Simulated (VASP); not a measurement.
Write the native input for VASP 6.6.1 that does the following.

```
Task                    : density of states
Functional              : PBE
Potentials or basis     : VASP PAW PBE potentials, release 64 (Fe)
Cutoff                  : 520 eV
k mesh                  : 18 × 18 × 18
Occupations             : methfessel-paxton, width 0.1 eV
Spin                    : collinear spin, ferromagnetic start
Starting moments        : [2.5] μB
k mesh for the DOS      : 27 × 27 × 27
Occupations for the DOS : tetrahedron
Further INCAR settings  : ALGO = Normal; EDIFF = 1e-07; AMIX = 0.2; BMIX = 0.0001
```

Fe:

```xyz
1
Lattice="-1.4146 1.4146 1.4146 1.4146 -1.4146 1.4146 1.4146 1.4146 -1.4146" Properties=species:S:1:pos:R:3 pbc="T T T"
Fe    0.0000    0.0000    0.0000
```

These files were run (other wordings do the same):

POSCAR

```
Fe                                      
1.0
   -1.4145604691      1.4145604691      1.4145604691
    1.4145604691     -1.4145604691      1.4145604691
    1.4145604691      1.4145604691     -1.4145604691
  Fe            
     1
Direct
     0.0000000000000000    0.0000000000000000    0.0000000000000000
```

INCAR.step1

```
SYSTEM = Fe
PREC = Accurate
ENCUT = 520
EDIFF = 1E-7
ISMEAR = 1
SIGMA = 0.1
LREAL = .False.
LASPH = .True.
NELM = 150
ALGO = Normal
ISIF = 2
LWAVE = .False.
LCHARG = .True.
ISPIN = 2
MAGMOM = 2.5
LMAXMIX = 4
GGA = PE
AMIX = 0.2
BMIX = 1E-4
AMIX_MAG = 0.8
BMIX_MAG = 1E-4
```

KPOINTS.step1

```
Automatic mesh
0
Gamma
  18 18 18
  0 0 0
```

INCAR.step2

```
SYSTEM = Fe
PREC = Accurate
ENCUT = 520
EDIFF = 1E-7
ISMEAR = -5
SIGMA = 0.1
LREAL = .False.
LASPH = .True.
NELM = 150
ALGO = Normal
ISIF = 2
LWAVE = .False.
LCHARG = .False.
ISPIN = 2
MAGMOM = 2.5
LORBIT = 11
LMAXMIX = 4
GGA = PE
AMIX = 0.2
BMIX = 1E-4
AMIX_MAG = 0.8
BMIX_MAG = 1E-4
NEDOS = 2001
ICHARG = 11
```

KPOINTS.step2

```
Automatic mesh
0
Gamma
  27 27 27
  0 0 0
```

Potentials or basis: VASP PAW PBE potentials, release 64 (Fe).

Run with:

```bash
$ cat potpaw_PBE.64/Fe/POTCAR > POTCAR
$ cp INCAR.step1 INCAR
$ cp KPOINTS.step1 KPOINTS
$ mpirun -np 1 vasp_std > vasp.out
$ cp INCAR.step2 INCAR
$ cp KPOINTS.step2 KPOINTS
$ mpirun -np 1 vasp_std > vasp.out
```

It gave:

```yaml
Net_moment: 2.17 μB per cell
Site_moments: Fe +2.17 μB
Valence_electrons_inside_the_program's_atomic_spheres: Fe 7.28
```

Wall time 48 s on 1 thread of Intel(R) Xeon(R) 6975P-C (Granite Rapids) (shared host), peak memory 0.28 GiB.
